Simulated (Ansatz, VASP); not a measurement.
**SnSe2 in two plane-wave programs**

One calculation is typed for both programs; each brings its own data sets and cutoff. How far apart do they land?

Program: Ansatz 0.2.0. Level of theory: plane waves, with VASP 6.6.1 beside it; single point at PBEsol. Results are calculated unless marked as measured.

## 1. The structure

The structure is trigonal, space group P-3m1 (No. 164). Conventional cell: a = 3.811 Å, b = 3.811 Å, c = 6.136 Å, α = 90.00°, β = 90.00°, γ = 120.00°. Nearest to Sn lie 6 Se at 2.68 Å. Nearest to Se lie 3 Sn at 2.68 Å. Farther neighbours and most contacts between anions are not listed.

Coordinates:

```xyz
3
Lattice="3.8110 0.0000 0.0000 -1.9055 3.3004 0.0000 0.0000 0.0000 6.1360" Properties=species:S:1:pos:R:3 pbc="T T T"
Sn    0.0000    0.0000    0.0000
Se    1.9055    1.1001    4.6081
Se    0.0000    2.2003    1.5279
```

## 2. VASP: single point, PBEsol

With cell and atoms fixed, the geometry can't cause a difference; cores, projectors, grids and the points listed under the comparison can.

Lines of VASP's logs that name or quote its potential files are left out, and so is its time.

INCAR

```
SYSTEM = SnSe2
PREC = Accurate
ENCUT = 400
EDIFF = 1E-07
NELM = 100
ISMEAR = 0
SIGMA = 0.01
LREAL = .FALSE.
ALGO = Normal
GGA = PS
NBANDS = 19
LORBIT = 11
LWAVE = .FALSE.
LCHARG = .FALSE.
KPAR = 2
```

POSCAR

```
SnSe2
1.0
    3.8110000000      0.0000000000      0.0000000000
   -1.9055000000      3.3004228138      0.0000000000
    0.0000000000      0.0000000000      6.1360000000
Sn Se
1 2
Direct
    0.0000000000      0.0000000000      0.0000000000
    0.6666666667      0.3333333333      0.7510000000
    0.3333333333      0.6666666667      0.2490000000
```

KPOINTS

```
Automatic mesh
0
Gamma
7 7 4
0 0 0
```

The projector-augmented-wave data sets are Sn_d and Se (PBE family, release 64).

The run is started by

```
> mpirun -np 2 vasp_std
```

Numbers of over 12 decimals in the logs are rounded to 6 here.

The program printed:

```text
[banner, memory and clock lines left out]
running    2 mpi-ranks, on    1 nodes
 distrk:  each k-point on    1 cores,    2 groups
 distr:  one band on    1 cores,    1 groups

 POSCAR found type information on POSCAR SnSe
 POSCAR found :  2 types and       3 ions
|                                                                             |
|               ----> ADVICE to this user running VASP <----                  |
|                                                                             |
|     You enforced a specific xc type in the INCAR file but a different       |
|     [... a line on the potential file left out ...]
|     I HOPE YOU KNOW WHAT YOU ARE DOING!                                     |
|                                                                             |

 LDA part: xc-table for (Slater+PW92), standard interpolation
 POSCAR, INCAR and KPOINTS ok, starting setup
 FFT: planning ... GRIDC
 FFT: planning ... GRID_SOFT
 FFT: planning ... GRID
 WAVECAR not read
 entering main loop
       N       E                     dE             d eps       ncg     rms          rms(c)
DAV:   1     0.183011558986E+03    0.18301E+03   -0.10647E+04  1073   0.129E+03
DAV:   2     0.684868136326E+01   -0.17616E+03   -0.17088E+03  1157   0.348E+02
DAV:   3    -0.126128745041E+02   -0.19462E+02   -0.19181E+02  1333   0.108E+02
DAV:   4    -0.132104504223E+02   -0.59758E+00   -0.59675E+00  1272   0.199E+01
DAV:   5    -0.132245384891E+02   -0.14088E-01   -0.14087E-01  1483   0.314E+00    0.520E+00
DAV:   6    -0.129697553660E+02    0.25478E+00   -0.47044E-01  1596   0.811E+00    0.330E+00
DAV:   7    -0.129390638178E+02    0.30692E-01   -0.16185E-01  1361   0.292E+00    0.884E-01
DAV:   8    -0.129368864395E+02    0.21774E-02   -0.12214E-02  1395   0.119E+00    0.266E-01
DAV:   9    -0.129369396538E+02   -0.53214E-04   -0.11919E-03  1172   0.255E-01    0.766E-02
DAV:  10    -0.129369439817E+02   -0.43278E-05   -0.89393E-05  1391   0.639E-02    0.281E-02
DAV:  11    -0.129369580323E+02   -0.14051E-04   -0.20605E-05  1148   0.268E-02    0.486E-03
DAV:  12    -0.129369585244E+02   -0.49209E-06   -0.12143E-06  1389   0.873E-03    0.443E-03
DAV:  13    -0.129369588208E+02   -0.29639E-06   -0.91431E-07  1151   0.569E-03    0.161E-03
DAV:  14    -0.129369588416E+02   -0.20873E-07   -0.33705E-08   823   0.113E-03
   1 F= -.12936959E+02 E0= -.12936959E+02  d E =-.238739E-44
```

Parts of OUTCAR (step 2):

```text
ion  position               nearest neighbor table
   1  0.000  0.000  0.000-   2 2.68   3 2.68   3 2.68   2 2.68   2 2.68   3 2.68
   2  0.667  0.333  0.751-   1 2.68   1 2.68   1 2.68
   3  0.333  0.667  0.249-   1 2.68   1 2.68   1 2.68

  LATTYP: Found a hexagonal cell.
 ALAT       =     3.8110000000
 C/A-ratio  =     1.6100760955

 Subroutine GETGRP returns: Found 12 space group operations
 (whereof 12 operations were pure point group operations)

The static configuration has the point symmetry D_3d.

 Found     28 irreducible k-points:

   k-points           NKPTS =     28   k-points in BZ     NKDIM =     28   number of bands    NBANDS=     19

   dimension x,y,z NGX =    28 NGY =   28 NGZ =   40
   dimension x,y,z NGXF=    56 NGYF=   56 NGZF=   80

   ENCUT  =  400.0 eV  29.40 Ry    5.42 a.u.   6.21  6.21 10.01*2*pi/ulx,y,z

   NELECT =      26.0000    total number of electrons

 k-points in reciprocal lattice and weights: Automatic mesh
   0.00000000  0.00000000  0.00000000       0.005
   0.14285714  0.00000000  0.00000000       0.031
   0.28571429 -0.00000000  0.00000000       0.031
   0.42857143 -0.00000000  0.00000000       0.031
   0.14285714  0.14285714  0.00000000       0.031
   0.28571429  0.14285714  0.00000000       0.061
   0.42857143  0.14285714  0.00000000       0.031
   0.28571429  0.28571429  0.00000000       0.031
   0.00000000  0.00000000  0.25000000       0.010
[...]
0.42857143  0.14285714  0.50000000       0.031
   0.28571429  0.28571429  0.50000000       0.031

 average (electrostatic) potential at core
       1-102.4800       2 -53.2942       3 -53.2942

 E-fermi :   4.1572

 k-point     1 :       0.0000    0.0000    0.0000
  band No.  band energies     occupation
    ...
      9       3.3526      2.00000
     10       3.3526      2.00000
     11       3.6669      2.00000
     12       3.6669      2.00000
     13       4.0612      2.00000
     14       5.0542      0.00000
     15       6.8893      0.00000
     16       8.6357      0.00000
     17       8.6357      0.00000
     18      12.0872      0.00000
    ...

 k-point     2 :       0.1429    0.0000    0.0000
  band No.  band energies     occupation
    ...
      9       1.6459      2.00000
     10       2.6644      2.00000
     11       2.7184      2.00000
     12       3.9367      2.00000
     13       4.0523      2.00000
     14       6.2446      0.00000
     15       7.6205      0.00000
     16       8.5606      0.00000
     17       9.0221      0.00000
     18      11.4383      0.00000
    ...

 k-point     3 :       0.2857   -0.0000    0.0000
  band No.  band energies     occupation
    ...
      9       0.1602      2.00000
     10       1.4122      2.00000
     11       1.8715      2.00000
     12       3.7172      2.00000
     13       3.8965      2.00000
     14       5.7786      0.00000
     15       7.9675      0.00000
     16       9.4869      0.00000
     17       9.8548      0.00000
     18      10.5111      0.00000
    ...

  Total        0.9650756      0.9650756      1.8441557      0.0000000     -0.0000000      0.0000000
  in kB       20.0344776     20.0344776     38.2837346      0.0000000     -0.0000000      0.0000000
  external PRESSURE =      26.1175632 kB  Pullay stress =       0.0000000 kB

  energy-cutoff  :      400.00
  volume of cell :       77.18
      direct lattice vectors                 reciprocal lattice vectors
     3.811000000  0.000000000  0.000000000     0.262398321  0.151495741  0.000000000
    -1.905500000  3.300422814  0.000000000     0.000000000  0.302991482  0.000000000
     0.000000000  0.000000000  6.136000000     0.000000000  0.000000000  0.162972621

 POSITION                                       TOTAL-FORCE (eV/Angst)
 -----------------------------------------------------------------------------------
      0.00000      0.00000      0.00000        -0.000000      0.000000      0.000000
      1.90550      1.10014      4.60814         0.000000     -0.000000     -0.622858
     -0.00000      2.20028      1.52786        -0.000000      0.000000      0.622858
 -----------------------------------------------------------------------------------
    total drift:                                0.000000      0.000000     -0.000000

  FREE ENERGIE OF THE ION-ELECTRON SYSTEM (eV)
  ---------------------------------------------------
  free  energy   TOTEN  =       -12.9369588416 eV

  energy  without entropy=      -12.9369588416  energy(sigma->0) =      -12.93695884

 total charge
# of ion       s       p       d       tot
------------------------------------------
    1        1.053   1.071  10.118  12.242
    2        1.485   2.318   0.030   3.833
    3        1.485   2.318   0.030   3.833
--------------------------------------------------
tot          4.023   5.707  10.177  19.907

[... 3 further parts left out ...]
```

The run ends at a pressure of 2.61 GPa, with forces up to 0.62 eV/Å.

## 3. Ansatz: single point, PBEsol

Ansatz runs on its default PAW (the set named soft_2) files.

The same cell, functional, mesh and smearing now go to Ansatz, which takes its cutoff from its data sets.

input.yaml

```yaml
crystal:
  lattice:
    - [3.811, 0.0, 0.0]
    - [-1.9055, 3.3004228138, 0.0]
    - [0.0, 0.0, 6.136]
  atoms:
    - { symbol: Sn, position: [0.0, 0.0, 0.0] }
    - { symbol: Se, position: [0.6666666667, 0.3333333333, 0.751] }
    - { symbol: Se, position: [0.3333333333, 0.6666666667, 0.249] }
hamiltonian:
  xc: pbesol
  pseudopotentials: { kind: paw }
kpoints:
  mp_grid: { grid: [7, 7, 4] }
scf:
  occupations: { method: gaussian, width: 0.01 }
  n_extra_bands: 4
output:
  forces: true
  stress: true
  eigenvalues: true
```

The run is started by

```
> ansatz run input.yaml --threads 2 --pin off --max-ram 4608MiB --backend cpu --events-out ev --progress --plain --runs-dir out
```

The program printed:

```text
scf.n_extra_bands = 4 over 23 filled bands (N_el = 46.0): the run solves 27 bands
Engine: ansatz 0.2.0, aarch64-unknown-linux-gnu
Pseudopotentials: kind: paw
Pseudopotential: Sn, paw, valence charge 14, recommended cutoff 420 eV (normal), Sn.paw.azcp
Pseudopotential: Se, paw, valence charge 16, recommended cutoff 420 eV (normal), Se.paw.azcp
Functional definition: PBEsol
  exchange = pbesol_x
  correlation = pbesol_c
Crystal: 3 atoms, lattice volume = 77.178 Å³
Basis set: ecut = 420 eV, 1485 PW (Γ), exchange–correlation on 54×54×90 points (8 copies of the dense FFT grid, shifted against one another)
Bands: 27, of which v1, the nominal top of the filled ones, is band 23 counted from 1 (22 counted from 0)
Symmetry: 12 space group operations
Space group: P-3m1 (ITA 164), of the structure as read, at distance tolerance 4.3e-5 Å
k-points: 28 of 196
Non-local potential: Sn, projectors of the file, l = 0: 2, l = 1: 2, l = 2: 2, l = 3: 2
Non-local potential: Se, projectors of the file, l = 0: 2, l = 1: 2, l = 2: 3, l = 3: 1
PAW form: soft (Blöchl's): semilocal exchange-correlation on the pseudo side does not see the compensation charge
PAW frozen core: Sn, regenerated for the run's functional, and the local potential with it (the file was generated under x = pbe(κ = 0.804, μ = 0.219515), c = pbe(β = 0.066725))
PAW frozen core: Se, regenerated for the run's functional, and the local potential with it (the file was generated under x = pbe(κ = 0.804, μ = 0.219515), c = pbe(β = 0.066725))
PAW one-centre angular grid: Sn, 590 points (default); XC on 64 Gauss nodes
PAW one-centre angular grid: Se, 590 points (default); XC on 64 Gauss nodes
Initial density: superposition of atomic densities (neutral atoms: chi_scale 0, normalization atom), corrected by the library's trained network
Initial wavefunctions: pseudopotential atomic-orbital guess
Functional: x = pbesol(κ = 0.804, μ = 0.123457), c = pbesol(β = 0.046)
SCF iter   1: F=—  HF=-16799.183134 eV  |F-HF|=—  |Δ(HF+E_count)|=         —  Δρ=2.23e-3  dr2=3.55e-3  ethr=1.77e-3  ⟨swp⟩=6.6  Hψ=3339  notcnv=0
preconditioner: auto → Resta (q_TF=auto, 2.503 Å⁻¹)  ε∞=2.9  [insulator: Δε(μ)=0.740 eV  Ē_g=15.651 eV  σ=0.010 eV  W_gap=1.00  n_scr=22 (ndim 8)  ℏωp=21.6 eV  f_vac=0.080  D(μ)=0.00/eV (n_scr^D=0)  ε∞_Penn≈2.9]
SCF iter   2: F=—  HF=-16799.180079 eV  |F-HF|=—  |Δ(HF+E_count)|=   3.06e-3  Δρ=1.08e-3  dr2=7.96e-4  ethr=7.71e-6  ⟨swp⟩=3.1  Hψ=1741  notcnv=0
SCF iter   3: F=—  HF=-16799.180052 eV  |F-HF|=—  |Δ(HF+E_count)|=   2.71e-5  Δρ=3.28e-4  dr2=6.88e-5  ethr=1.73e-6  ⟨swp⟩=2.0  Hψ=1232  notcnv=0
SCF iter   4: F=—  HF=-16799.180074 eV  |F-HF|=—  |Δ(HF+E_count)|=   2.25e-5  Δρ=1.13e-4  dr2=1.10e-5  ethr=1.50e-7  ⟨swp⟩=2.0  Hψ=1120  notcnv=0
SCF iter   5: F=—  HF=-16799.180081 eV  |F-HF|=—  |Δ(HF+E_count)|=   6.96e-6  Δρ=2.48e-5  dr2=7.14e-7  ethr=2.39e-8  ⟨swp⟩=2.2  Hψ=978  notcnv=0
SCF iter   6: F=-16799.180082 eV  HF=-16799.180082 eV  |F-HF|=1.55e-7  |Δ(HF+E_count)|=   7.13e-7  Δρ=9.55e-6  dr2=9.94e-8  ethr=2.17e-10  ⟨swp⟩=6.0  Hψ=3480  notcnv=0
SCF 1 converged in 6 iterations: F = -16799.180082 eV  dr2 = 9.94e-8
  greatest PAW one-centre occupation: 1.000 electrons in one spin orbital (limit 2), on the Se atom at site 2 (counted from 0), in its partial waves of l = 2
SCF converged after 6 iterations
Free energy (F): -16799.180082 eV
Harris-Foulkes:  -16799.180082 eV  (|F-HF|=1.55e-7)
Internal energy: -16799.180082 eV  (E = F + TS)
E sigma→0 (E₀):  -16799.180082 eV
Fermi energy:    8.360516 eV
--- Per-component energies (eV) ---
  E_band       = -864.041720
  E_kinetic    = 426.681028
  E_local      = -6108.208977  (includes V_loc(G=0)·N_el)
  E_nonlocal   = -1214.523477
  E_hartree    = 3125.541392
  E_xc         = -585.254107
  E_vxc        = -292.659884  (∫ρ·V_xc dr)
  E_paw        = -7805.521830  (= ΣΔE_a)
  E_vpaw       = 73.582509  (= ΣTr[D̂ρ^β])
  E_aug_tail   = -0.001230  (compensation charges beyond the density's cutoff)
  E_ewald      = -4640.194622
  E_core_change = 2.301741  (= ΣΔE_core)
  E_smearing   = -0.000000  (= −TS)
  E_closure    = 0.000000  (closes the sum)
  Σ components = -16799.180082   (vs F -16799.180082, Δ=0.00e0)
--- Forces (eV/Å), atoms counted from 1 ---
  atom   1  Sn     0.00000000    -0.00000000     0.00000000
  atom   2  Se    -0.00000000    -0.00000000    -0.59802574
  atom   3  Se     0.00000000     0.00000000     0.59802574
  max |Σ_I F_I| component: 4.63e-18 eV/Å
--- Stress (GPa, compression-positive) ---
        1.908894      -0.000000      -0.000000
        0.000000       1.908894       0.000000
       -0.000000       0.000000       3.729999
  P = ⅓ Tr σ = 2.5159 GPa (25.159 kbar)
--- Band table (eV; the first three rows and the last of 28) ---
  k-point 0: bands = [... 19 lower, 7.2921, 7.6040, 7.6040, 7.9901, 8.9959, 10.8356, 12.5815, 12.5815]
  k-point 1: bands = [... 19 lower, 7.2395, 7.2395, 7.6882, 7.6882, 9.8769, 10.8425, 12.4411, 12.4411]
  k-point 2: bands = [... 19 lower, 7.2019, 7.2019, 7.7586, 7.7586, 10.3920, 10.8038, 12.3083, 12.3083]
  k-point 27: bands = [... 19 lower, 3.9206, 4.6139, 7.4574, 7.6458, 10.4013, 12.4837, 13.0062, 14.1636]
```

The job ended after 1.5 s (2 threads of Arm Neoverse V2, shared host; peak memory 0.37 GiB; 2.9 s of CPU time).

In the SCF lines HF is the Harris–Foulkes energy and dr2 the Hartree energy of the density residual, in eV; the loop may stop once dr2 is under the threshold and the program's other checks hold. Hψ counts applications of the Hamiltonian.

The run ends at a pressure of 2.52 GPa, with forces up to 0.60 eV/Å.

## 4. Side by side

Known differences besides the potentials themselves: the data sets hold 46 valence electrons in Ansatz (default PAW (the set named soft_2) files) and 26 in VASP; the cutoff is 420 eV in Ansatz and 400 eV in VASP; Ansatz makes its cores anew for this functional, VASP keeps those of its PBE data sets; VASP leaves aspherical gradient terms in its spheres out (LASPH is not set), Ansatz keeps them. Total energies have different zeros and are not compared.

Compared:

```
              quantity  Ansatz   VASP  difference
        pressure (GPa)    2.52   2.61       -0.10
gap on the k mesh (eV)   0.741  0.729      +0.012
```

Forces (eV/Å; atoms numbered as in POSCAR):

```
atom        Ansatz x, y, z          VASP x, y, z
 Sn1   0.000, 0.000, 0.000   0.000, 0.000, 0.000
 Se2  0.000, 0.000, -0.598  0.000, 0.000, -0.623
 Se3   0.000, 0.000, 0.598   0.000, 0.000, 0.623
```

The forces differ by 12 meV/Å r.m.s., which is 4.0 % of the r.m.s. force of 0.29 eV/Å (both taken over all components). A gap on the mesh is an upper bound, since the band edges may lie between its points. Ansatz's pressure holds a Pulay correction of 0.04 GPa; VASP's holds none.

## 5. Outcome

```json
{
  "r.m.s. force difference (single point, PBEsol)": "4.0 % of the r.m.s. force"
}
```

**Reading.** The r.m.s. force difference is 4.0 % of the r.m.s. force (single point, PBEsol), beyond the 3 % picked in this series as the mark of a large difference. Such differences can come from data sets, numerical settings and the points named under the comparisons, not from the functional's error against experiment.

[Lines on the potential files, build, host, timing and source positions are cut from VASP's logs without a mark.]

[Logs are printed without paths, hosts, clocks, repeated set-up lines and the standing remarks that a program may print on its own settings, such as how far it seeks lower states.]

[Hosts, paths, dates, database ids (printed as entryN), source tags and the programs' standing remarks are cut or masked in the printed files.]
